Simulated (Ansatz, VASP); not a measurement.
# Hf4S (S/Hf(0001)): VASP beside Ansatz

Aim: how closely do two programs agree when they are given the same cell, functional and k mesh? Of the first pair: The structure shown is the start of the Ansatz relaxation below; VASP solves that cell, so the two are compared at the walk's first step.

Main program and level: Ansatz 0.2.0; plane waves, with VASP 6.6.1 beside it; single point at PBEsol.

### Step 1. Starting point

The cell holds 5 atoms: 4 Hf and 1 S. Its edges and angles: a = 3.200 Å, b = 3.200 Å, c = 27.723 Å, α = 90.0°, β = 90.0°, γ = 60.0°. Vacuum lies along c.

### Step 2. Ansatz: relaxation, PBEsol

Ansatz runs on its default PAW (the set named soft_2) files.

The two programs are compared at the cell with which this relaxation starts, whose forces are those of its first step.

File input.yaml:

```yaml
crystal:
  lattice:
    - [3.2, 0.0, 0.0]
    - [1.6, 2.7712812921, 0.0]
    - [0.0, 0.0, 27.7227404283]
  atoms:
    - { symbol: Hf, position: [0.6666666667, 0.6666666667, 0.3246432301] }
    - { symbol: Hf, position: [0.0, 0.0, 0.415947335] }
    - { symbol: Hf, position: [0.6666666667, 0.6666666667, 0.5089135937] }
    - { symbol: Hf, position: [0.0, 0.0, 0.592862125] }
    - { symbol: S, position: [0.3333333333, 0.3333333333, 0.6753567699] }
kpoints:
  mp_grid: { grid: [11, 11, 1] }
hamiltonian:
  xc: pbesol
scf:
  occupations: { method: fermi_dirac, width: 0.1 }
  convergence: { dr2_threshold: 1.0e-08 }
efield:
  axis: 3
  dipole_correction: true
  ramp_position: 0.97
  ramp_width: 0.06
relax:
  f_tol: 0.02
  max_steps: 60
  constraints: [{ sites: [0, 1] }]
output:
  bader: true
  write_potential: true
  write_density: true
  volumetric_format: npy
```

On the command line:

```bash
ansatz run input.yaml --threads 4 --pin off --max-ram 12288MiB --backend cpu --events-out ev --progress --plain --runs-dir out
```

Numbers of over 12 decimals in the logs are rounded to 6 here.

Output:

```text
Engine: ansatz 0.2.0, aarch64-unknown-linux-gnu
Pseudopotentials: kind: paw
Pseudopotential: Hf, paw, valence charge 26, recommended cutoff 420 eV (normal), Hf.paw.azcp
Pseudopotential: S, paw, valence charge 6, recommended cutoff 420 eV (normal), S.paw.azcp
Functional definition: PBEsol
  exchange = pbesol_x
  correlation = pbesol_c
Crystal: 5 atoms, lattice volume = 245.848 Å³
Basis set: ecut = 420 eV, 4881 PW (Γ), exchange–correlation on 48×48×384 points (8 copies of the dense FFT grid, shifted against one another)
Bands: 66, of which v1, the nominal top of the filled ones, is band 55 counted from 1 (54 counted from 0)
Symmetry: 6 space group operations
Space group: P3m1 (ITA 156), of the structure as read, at distance tolerance 6.3e-5 Å
k-points: 16 of 121 (time reversal used)
Non-local potential: Hf, projectors of the file, l = 0: 3, l = 1: 2, l = 2: 2, l = 3: 3
Non-local potential: S, projectors of the file, l = 0: 2, l = 1: 2, l = 2: 2
PAW form: soft (Blöchl's): semilocal exchange-correlation on the pseudo side does not see the compensation charge
PAW frozen core: Hf, regenerated for the run's functional, and the local potential with it (the file was generated under x = pbe(κ = 0.804, μ = 0.219515), c = pbe(β = 0.066725))
PAW frozen core: S, regenerated for the run's functional, and the local potential with it (the file was generated under x = pbe(κ = 0.804, μ = 0.219515), c = pbe(β = 0.066725))
PAW one-centre angular grid: Hf, 590 points (default); XC on 64 Gauss nodes
PAW one-centre angular grid: S, 110 points (default); XC on 64 Gauss nodes
Initial density: superposition of atomic densities (neutral atoms: chi_scale 0, normalization atom), corrected by the library's trained network
Initial wavefunctions: pseudopotential atomic-orbital guess
Functional: x = pbesol(κ = 0.804, μ = 0.123457), c = pbesol(β = 0.046)
SCF iter   1: F=—  HF=-63276.493510 eV  |F-HF|=—  |Δ(HF+E_count)|=         —  Δρ=1.34e-2  dr2=1.11e1  ethr=1.77e-3  p=-0.102 e·Å  D=-7.49e-2 V/Å  ΔV_dip=2.08 eV  dr2_dipole=3.45e0  V_vac-E_F(+/−)=6.56/4.48 eV  ⟨swp⟩=6.8  Hψ=3599  notcnv=0  defer=1
efield: sawtooth ramp at fractional position 0.9700 (set: `efield.ramp_position`, or a place that a band, a saddle search or an elastic batch's reference lends), width 0.0600; the density the first Hamiltonian is built on has a dipole p = -0.102 e·Å; the dipole correction subtracts the counter field D = -7.49e-2 V/Å, which shifts the + side's vacuum level by +2.08 eV against the − side's; the planar-averaged density in the ramp window peaks in size at 2.7e-5 e/Å³
preconditioner: auto → LDOS  [metal: Δε(μ)=0.056 eV  Ē_g=16.486 eV  σ=0.100 eV  W_gap=0.14  n_scr=62 (ndim 8)  ℏωp=23.9 eV  f_vac=0.527  D(μ)=5.81/eV (n_scr^D=18)  β→1.0]
SCF iter   2: F=—  HF=-63276.282565 eV  |F-HF|=—  |Δ(HF+E_count)|=   2.11e-1  Δρ=3.43e-3  dr2=1.38e-1  ethr=1.77e-3  p=-0.063 e·Å  D=-4.62e-2 V/Å  ΔV_dip=1.28 eV  dr2_dipole=7.26e-7  V_vac-E_F(+/−)=5.70/4.42 eV  ⟨swp⟩=2.4  Hψ=1389  notcnv=0  defer=5
SCF iter   3: F=—  HF=-63276.275557 eV  |F-HF|=—  |Δ(HF+E_count)|=   7.01e-3  Δρ=2.28e-3  dr2=6.90e-2  ethr=1.26e-4  p=-0.085 e·Å  D=-6.25e-2 V/Å  ΔV_dip=1.73 eV  dr2_dipole=1.02e-2  V_vac-E_F(+/−)=6.19/4.46 eV  ⟨swp⟩=3.0  Hψ=2106  notcnv=0  defer=5
SCF iter   4: F=—  HF=-63276.267781 eV  |F-HF|=—  |Δ(HF+E_count)|=   7.78e-3  Δρ=7.37e-4  dr2=9.51e-3  ethr=6.27e-5  p=-0.077 e·Å  D=-5.68e-2 V/Å  ΔV_dip=1.57 eV  dr2_dipole=1.14e-3  V_vac-E_F(+/−)=6.03/4.45 eV  ⟨swp⟩=2.0  Hψ=1169  notcnv=0  defer=5
SCF iter   5: F=—  HF=-63276.267382 eV  |F-HF|=—  |Δ(HF+E_count)|=   3.99e-4  Δρ=1.30e-4  dr2=1.97e-4  ethr=8.64e-6  p=-0.075 e·Å  D=-5.53e-2 V/Å  ΔV_dip=1.53 eV  dr2_dipole=6.64e-5  V_vac-E_F(+/−)=5.98/4.45 eV  ⟨swp⟩=2.0  Hψ=1203  notcnv=0  defer=5
SCF iter   6: F=—  HF=-63276.267415 eV  |F-HF|=—  |Δ(HF+E_count)|=   3.28e-5  Δρ=6.10e-5  dr2=9.77e-6  ethr=1.79e-7  p=-0.075 e·Å  D=-5.50e-2 V/Å  ΔV_dip=1.52 eV  dr2_dipole=9.09e-7  V_vac-E_F(+/−)=5.97/4.45 eV  ⟨swp⟩=2.7  Hψ=1913  notcnv=0  defer=5
SCF iter   7: F=—  HF=-63276.267386 eV  |F-HF|=—  |Δ(HF+E_count)|=   2.90e-5  Δρ=3.28e-5  dr2=4.96e-6  ethr=8.89e-9  p=-0.075 e·Å  D=-5.49e-2 V/Å  ΔV_dip=1.52 eV  dr2_dipole=3.81e-7  V_vac-E_F(+/−)=5.97/4.45 eV  ⟨swp⟩=2.7  Hψ=2075  notcnv=0  defer=5
SCF iter   8: F=—  HF=-63276.267386 eV  |F-HF|=—  |Δ(HF+E_count)|=   7.96e-8  Δρ=1.14e-5  dr2=6.81e-7  ethr=4.51e-9  p=-0.075 e·Å  D=-5.49e-2 V/Å  ΔV_dip=1.52 eV  dr2_dipole=3.36e-11  V_vac-E_F(+/−)=5.97/4.45 eV  ⟨swp⟩=2.0  Hψ=1903  notcnv=0  defer=5
SCF iter   9: F=—  HF=-63276.267386 eV  |F-HF|=—  |Δ(HF+E_count)|=   5.81e-7  Δρ=2.77e-6  dr2=3.72e-8  ethr=6.19e-10  p=-0.075 e·Å  D=-5.49e-2 V/Å  ΔV_dip=1.52 eV  dr2_dipole=2.25e-9  V_vac-E_F(+/−)=5.97/4.45 eV  ⟨swp⟩=2.2  Hψ=1714  notcnv=0  defer=5
[...]
SCF iter   2: F=—  HF=-63277.607502 eV  |F-HF|=—  |Δ(HF+E_count)|=   1.36e-5  Δρ=5.99e-5  dr2=2.99e-5  ethr=1.17e-6  p=-0.067 e·Å  D=-4.91e-2 V/Å  ΔV_dip=1.36 eV  dr2_dipole=6.70e-6  V_vac-E_F(+/−)=5.80/4.44 eV  ⟨swp⟩=1.0  Hψ=1216  notcnv=0  defer=9
SCF iter   3: F=—  HF=-63277.607500 eV  |F-HF|=—  |Δ(HF+E_count)|=   1.87e-6  Δρ=2.64e-5  dr2=3.19e-6  ethr=2.72e-8  p=-0.067 e·Å  D=-4.92e-2 V/Å  ΔV_dip=1.36 eV  dr2_dipole=1.15e-7  V_vac-E_F(+/−)=5.80/4.44 eV  ⟨swp⟩=2.8  Hψ=1929  notcnv=0  defer=9
SCF iter   4: F=—  HF=-63277.607480 eV  |F-HF|=—  |Δ(HF+E_count)|=   2.00e-5  Δρ=5.97e-6  dr2=2.36e-7  ethr=2.90e-9  p=-0.067 e·Å  D=-4.92e-2 V/Å  ΔV_dip=1.36 eV  dr2_dipole=6.06e-8  V_vac-E_F(+/−)=5.80/4.44 eV  ⟨swp⟩=2.2  Hψ=1834  notcnv=0  defer=9
SCF iter   5: F=—  HF=-63277.607480 eV  |F-HF|=—  |Δ(HF+E_count)|=   1.73e-8  Δρ=2.76e-6  dr2=5.90e-8  ethr=2.15e-10  p=-0.067 e·Å  D=-4.92e-2 V/Å  ΔV_dip=1.36 eV  dr2_dipole=9.38e-9  V_vac-E_F(+/−)=5.80/4.44 eV  ⟨swp⟩=2.8  Hψ=1808  notcnv=0  defer=9
SCF iter   6: F=-63277.607480 eV  HF=-63277.607480 eV  |F-HF|=1.71e-8  |Δ(HF+E_count)|=   3.65e-8  Δρ=1.12e-6  dr2=5.94e-9  ethr=9.09e-12  p=-0.067 e·Å  D=-4.91e-2 V/Å  ΔV_dip=1.36 eV  dr2_dipole=4.27e-10  V_vac-E_F(+/−)=5.80/4.44 eV  ⟨swp⟩=8.9  Hψ=8567  notcnv=0
SCF 6 converged in 6 iterations: F = -63277.607480 eV  dr2 = 5.94e-9
relax step   6: F+E_penalty+E_count = -63277.60748024 eV  Δ(F+E_penalty+E_count) = -5.854e-5 eV  max|allowed force component| = 1.384e-3 eV/Å  Δτ_max = 0.0032 Å  (6 SCF iters, accepted)
NSCF: frozen V_eff on 16 k-points
the band table was solved once a step of the walk had ended and its energy, with any forces and stress, was formed, with the checks that follow a solve (4618 applications of the Hamiltonian). They found nothing against the state; the energy, forces and stress were not computed again (output.eigenvalues in the input reference)
WARN: The output density's exchange-correlation potential varies sharply where the density is thin. Do not read a vacuum level from v_tot or v_xc, or from such a field of the output density. On a cell that repeats whose density bears no net charge and no dipole along the vacuum's axis use v_es (v_loc + v_h of the components); under efield.dipole_correction with no amplitude use v_es + v_field, which holds any externa [...]
SCF converged after 6 iterations
Free energy (F): -63277.607480 eV
Harris-Foulkes:  -63277.607480 eV  (|F-HF|=1.71e-8)
Internal energy: -63277.420128 eV  (E = F + TS)
E sigma→0 (E₀):  -63277.513804 eV
Entropy (-TS):   -0.187353 eV (-37.471 meV/atom)
Fermi energy:    4.724542 eV
Dipole field:    D = -0.049174 V/Å  (p = -0.066810 e·Å, saw-weighted, corrected)
Work function:   Φ+ = 5.8025 eV   Φ− = 4.4393 eV
Levels:          The Fermi level and band energies are counted from a zero that moves with the ramp; work functions are not
--- Per-component energies (eV) ---
  E_band       = -1422.131634
  E_kinetic    = 1806.915369
  E_local      = -241902.845368  (includes V_loc(G=0)·N_el)
  E_nonlocal   = -4925.500056
  E_hartree    = 119542.154621
  E_xc         = -1287.052633
  E_vxc        = -1151.073831  (∫ρ·V_xc dr)
  E_paw        = -27813.815294  (= ΣΔE_a)
  E_vpaw       = 5670.320798  (= ΣTr[D̂ρ^β])
  E_aug_tail   = -0.000004  (compensation charges beyond the density's cutoff)
  E_efield     = 0.001643  (sawtooth field / dipole correction)
  E_vefield    = -4.260007  (∫n·V_field dr)
  E_ewald      = 91297.655280
  E_core_change = 5.066316  (= ΣΔE_core)
  E_smearing   = -0.187353  (= −TS)
  E_closure    = -0.000000  (closes the sum)
  Σ components = -63277.607480   (vs F -63277.607480, Δ=0.00e0)
--- Forces (eV/Å), atoms counted from 1 ---
  atom   1  Hf    -0.00000000     0.00000000     0.84159779
  atom   2  Hf     0.00000000    -0.00000000    -0.84168032
  atom   3  Hf     0.00000000     0.00000000     0.00064392
  atom   4  Hf     0.00000000    -0.00000000    -0.00138383
  atom   5  S     -0.00000000     0.00000000     0.00081862
  max |Σ_I F_I| component: 3.82e-6 eV/Å
--- Band table (eV; the first three rows and the last of 16) ---
  k-point 0: bands = [... 51 lower, 4.1564, 4.7044, 5.2446, 5.5645, 5.8874, 5.8874, 5.9699, 5.9699, ... 7 higher]
  k-point 1: bands = [... 51 lower, 4.3183, 4.6932, 4.9603, 5.4605, 5.5646, 5.7957, 6.0874, 6.1572, ... 7 higher]
  k-point 2: bands = [... 51 lower, 4.0457, 4.3274, 4.5730, 4.8976, 5.2800, 5.5095, 5.9860, 6.3971, ... 7 higher]
  k-point 15: bands = [... 51 lower, 3.3423, 3.5084, 3.8758, 4.3607, 4.7083, 4.8859, 4.9883, 5.2923, ... 7 higher]
--- Relaxed structure (6 steps of the walk, 6 accepted, 0 SCFs on fresh bases) ---
  F+E_penalty+E_count = -63277.60748024 eV   max|allowed force component| = 1.384e-3 eV/Å
  atoms:
    - { symbol: Hf, position: [0.666667, 0.666667, 0.324643] }
    - { symbol: Hf, position: [-1.8503717077624465e-17, -1.850371707762447e-17, 0.415947335] }
    - { symbol: Hf, position: [0.666667, 0.666667, 0.506431] }
    - { symbol: Hf, position: [-1.8503717077624478e-17, -1.8503717077624447e-17, 0.596936] }
    - { symbol: S, position: [0.333333, 0.333333, 0.654969] }
--- Bader charges: 5 sites ---
  site symbol  charge [e]  shift [e]
     0     Hf     -0.0608     0.0000
     1     Hf      0.0682     0.0000
     2     Hf     -0.1889     0.0000
     3     Hf      1.0882     0.0001
     4      S     -0.9067     0.0001
  estimated error of the sums over rays = 5.0e-4 e
```

In the SCF lines HF is the Harris–Foulkes energy and dr2 the Hartree energy of the density residual, in eV; the loop may stop once dr2 is under the threshold and the program's other checks hold. Hψ counts applications of the Hamiltonian.

### Step 3. VASP: single point, PBEsol, start cell, pair 1

The same cell, functional, mesh and smearing now go to VASP, with its own data sets.

Lines of VASP's logs that name or quote its potential files are left out, and so is its time.

File INCAR:

```
SYSTEM = Hf4S
PREC = Accurate
ENCUT = 400
EDIFF = 1E-06
NELM = 120
ISMEAR = -1
SIGMA = 0.1
LREAL = .FALSE.
ALGO = Normal
GGA = PS
NBANDS = 29
LASPH = .TRUE.
LORBIT = 11
LWAVE = .FALSE.
LCHARG = .FALSE.
ISIF = 2
LDIPOL = .TRUE.
IDIPOL = 3
DIPOL = 0.5 0.5 0.505
LVHAR = .TRUE.
GGA_COMPAT = .FALSE.
NELMDL = -8
KPAR = 4
```

File POSCAR:

```
Hf4S
1.0
    3.2000000000      0.0000000000      0.0000000000
    1.6000000000      2.7712812921      0.0000000000
    0.0000000000      0.0000000000     27.7227404283
Hf S
4 1
Direct
    0.6666667443      0.6666665112      0.3246432301
    0.0000000777      0.9999998446      0.4159473350
    0.6666667443      0.6666665112      0.5089135772
    0.0000000777      0.9999998446      0.5928621322
    0.3333334110      0.3333331779      0.6753567544
```

File KPOINTS:

```
Automatic mesh
0
Gamma
11 11 1
0 0 0
```

The projector-augmented-wave data sets are Hf_pv and S (PBE family, release 64).

On the command line:

```bash
mpirun -np 4 vasp_std
```

Output:

```text
[banner, memory and clock lines left out]
running    4 mpi-ranks, on    1 nodes
 distrk:  each k-point on    1 cores,    4 groups
 distr:  one band on    1 cores,    1 groups

 POSCAR found type information on POSCAR HfS
 POSCAR found :  2 types and       5 ions
|                                                                             |
|               ----> ADVICE to this user running VASP <----                  |
|                                                                             |
|     You enforced a specific xc type in the INCAR file but a different       |
|     [... a line on the potential file left out ...]
|     I HOPE YOU KNOW WHAT YOU ARE DOING!                                     |
|                                                                             |

 LDA part: xc-table for (Slater+PW92), standard interpolation
 POSCAR, INCAR and KPOINTS ok, starting setup
 FFT: planning ... GRIDC
 FFT: planning ... GRID_SOFT
 FFT: planning ... GRID
 WAVECAR not read
 entering main loop
       N       E                     dE             d eps       ncg     rms          rms(c)
DAV:   1     0.170383936157E+03    0.17038E+03   -0.22525E+04  1248   0.110E+03
DAV:   2    -0.346526221832E+02   -0.20504E+03   -0.19888E+03  1158   0.267E+02
DAV:   3    -0.478655455427E+02   -0.13213E+02   -0.12656E+02  1109   0.517E+01
DAV:   4    -0.486641490498E+02   -0.79860E+00   -0.77401E+00  1360   0.116E+01
DAV:   5    -0.486907806177E+02   -0.26632E-01   -0.26335E-01  1298   0.196E+00
DAV:   6    -0.486916302314E+02   -0.84961E-03   -0.84431E-03  1352   0.324E-01
DAV:   7    -0.486916750189E+02   -0.44788E-04   -0.44681E-04  1348   0.631E-02
DAV:   8    -0.486916771990E+02   -0.21801E-05   -0.21753E-05  1320   0.125E-02    0.947E+01
DAV:   9    -0.960822359490E+02   -0.47391E+02   -0.29304E+02  1571   0.476E+01    0.934E+01
DAV:  10    -0.283217946776E+03   -0.18714E+03   -0.56176E+03  1442   0.100E+02    0.914E+01
DAV:  11    -0.594057974731E+02    0.22381E+03   -0.18916E+03  1269   0.116E+02    0.622E+01
DAV:  12    -0.771874409917E+02   -0.17782E+02   -0.36777E+02  1255   0.616E+01    0.431E+01
DAV:  13    -0.554955885164E+02    0.21692E+02   -0.17259E+02  1339   0.323E+01    0.387E+01
DAV:  14    -0.507035223616E+02    0.47921E+01   -0.30683E+01  1238   0.160E+01    0.363E+01
[...]
DAV:  60    -0.456564175273E+02   -0.18992E-04   -0.59187E-06   856   0.924E-03    0.154E-02
DAV:  61    -0.456564289799E+02   -0.11453E-04   -0.14663E-06   720   0.522E-03    0.879E-03
DAV:  62    -0.456564351845E+02   -0.62045E-05   -0.11326E-06   703   0.358E-03    0.641E-03
DAV:  63    -0.456564416613E+02   -0.64768E-05   -0.50823E-07   610   0.244E-03    0.758E-03
DAV:  64    -0.456564467426E+02   -0.50813E-05   -0.31606E-07   602   0.175E-03    0.454E-03
DAV:  65    -0.456564506428E+02   -0.39002E-05   -0.28196E-07   601   0.158E-03    0.264E-03
DAV:  66    -0.456564522386E+02   -0.15958E-05   -0.10596E-07   578   0.104E-03    0.163E-03
DAV:  67    -0.456564531060E+02   -0.86744E-06   -0.71269E-08   570   0.712E-04
   1 F= -.45656453E+02 E0= -.45571364E+02  d E =-.170178E+00
```

From OUTCAR (step 3):

```text
ion  position               nearest neighbor table
   1  0.667  0.667  0.325-   2 3.13   2 3.13   2 3.13
   2  0.000  1.000  0.416-   1 3.13   1 3.13   1 3.13   3 3.17   3 3.17   3 3.17
   3  0.667  0.667  0.509-   4 2.97   4 2.97   4 2.97   2 3.17   2 3.17   2 3.17
   4  0.000  1.000  0.593-   5 2.94   5 2.94   5 2.94   3 2.97   3 2.97   3 2.97
   5  0.333  0.333  0.675-   4 2.94   4 2.94   4 2.94

  LATTYP: Found a hexagonal cell.
 ALAT       =     3.2000000000
 C/A-ratio  =     8.6633563839

 Subroutine GETGRP returns: Found  6 space group operations
 (whereof  6 operations were pure point group operations)

The static configuration has the point symmetry C_3v.

 Found     16 irreducible k-points:

   k-points           NKPTS =     16   k-points in BZ     NKDIM =     16   number of bands    NBANDS=     29

   dimension x,y,z NGX =    24 NGY =   24 NGZ =  192
   dimension x,y,z NGXF=    48 NGYF=   48 NGZF=  384

   ENCUT  =  400.0 eV  29.40 Ry    5.42 a.u.   5.22  5.22 45.21*2*pi/ulx,y,z

   NELECT =      46.0000    total number of electrons

 k-points in reciprocal lattice and weights: Automatic mesh
   0.00000000  0.00000000  0.00000000       0.008
   0.09090909  0.00000000  0.00000000       0.050
   0.18181818 -0.00000000  0.00000000       0.050
   0.27272727  0.00000000  0.00000000       0.050
   0.36363636  0.00000000  0.00000000       0.050
   0.45454545  0.00000000  0.00000000       0.050
   0.18181818  0.09090909  0.00000000       0.050
   0.27272727  0.09090909  0.00000000       0.099
   0.36363636  0.09090909  0.00000000       0.099
[...]
-0.45454545  0.27272727  0.00000000       0.050
  -0.36363636  0.27272727  0.00000000       0.050

 dipolmoment           0.000000      0.000000      0.073952 electrons x Angstroem

 average (electrostatic) potential at core
       1 -43.1505       2 -42.7105       3 -42.4575       4 -42.8261       5 -92.1544

 E-fermi :  -0.8097

 k-point     1 :       0.0000    0.0000    0.0000
  band No.  band energies     occupation
    ...
     15      -6.7102      2.00000
     16      -5.5318      2.00000
     17      -4.7024      2.00000
     18      -2.8164      2.00000
     19      -0.8882      1.37377
     20      -0.4219      0.04056
     21      -0.1730      0.00343
     22      -0.1730      0.00343
     23      -0.0660      0.00118
     24       0.3059      0.00003
    ...

 k-point     2 :       0.0909    0.0000    0.0000
  band No.  band energies     occupation
    ...
     15      -6.4814      2.00000
     16      -5.3152      2.00000
     17      -4.4670      2.00000
     18      -2.7589      2.00000
     19      -0.9767      1.68324
     20      -0.6885      0.45887
     21      -0.6174      0.25513
     22      -0.2173      0.00534
     23      -0.1579      0.00295
     24       0.0081      0.00056
    ...

 k-point     3 :       0.1818   -0.0000    0.0000
  band No.  band energies     occupation
    ...
     18      -2.6488      2.00000
     19      -1.7380      1.99981
     20      -1.4061      1.99487
     21      -1.1088      1.90437
     22      -0.7495      0.70780
     23      -0.5193      0.10400
     24      -0.2962      0.01171
     25      -0.0985      0.00163
     26       0.3287      0.00002
     27       0.5593      0.00000
    ...

  Total       -3.8029777     -3.8029777     -7.5541543      0.0000000      0.0000000      0.0000000
  in kB      -24.7837837    -24.7837837    -49.2299831      0.0000000      0.0000000      0.0000000
  external PRESSURE =     -32.9325168 kB  Pullay stress =       0.0000000 kB

  energy-cutoff  :      400.00
  volume of cell :      245.85
      direct lattice vectors                 reciprocal lattice vectors
     3.200000000  0.000000000  0.000000000     0.312500000 -0.180421959  0.000000000
     1.600000000  2.771281292  0.000000000     0.000000000  0.360843918  0.000000000
     0.000000000  0.000000000 27.722740428     0.000000000  0.000000000  0.036071470

 POSITION                                       TOTAL-FORCE (eV/Angst)
 -----------------------------------------------------------------------------------
      3.20000      1.84752      9.00000         0.000000     -0.000000      0.936523
      1.60000      2.77128     11.53120        -0.000000      0.000000     -0.890559
      3.20000      1.84752     14.10848        -0.000000     -0.000000     -0.577575
      1.60000      2.77128     16.43576        -0.000000     -0.000000      3.266156
      1.60000      0.92376     18.72274         0.000000      0.000000     -2.734545
 -----------------------------------------------------------------------------------
    total drift:                                0.000000      0.000718      0.000808

  FREE ENERGIE OF THE ION-ELECTRON SYSTEM (eV)
  ---------------------------------------------------
  free  energy   TOTEN  =       -45.6564531060 eV

  energy  without entropy=      -45.4862750258  energy(sigma->0) =      -45.57136407

 vacuum level on the upper side and lower side of the slab         5.149         3.640

 total charge
# of ion       s       p       d       tot
------------------------------------------
    1        0.408   6.261   1.488   8.157
    2        0.390   6.380   1.536   8.306
    3        0.402   6.428   1.586   8.415
    4        0.369   6.393   1.509   8.271
    5        1.385   2.130   0.000   3.515
--------------------------------------------------
tot          2.954  27.592   6.118  36.664

[... 3 further parts left out ...]
```

(Part 1 of 2 ends here.)

[Lines on the potential files, build, host, timing and source positions are cut from VASP's logs without a mark.]

[Logs are printed without paths, hosts, clocks, repeated set-up lines and the standing remarks that a program may print on its own settings, such as how far it seeks lower states.]

[Hosts, paths, dates, database ids (printed as entryN), source tags and the programs' standing remarks are cut or masked in the printed files.]
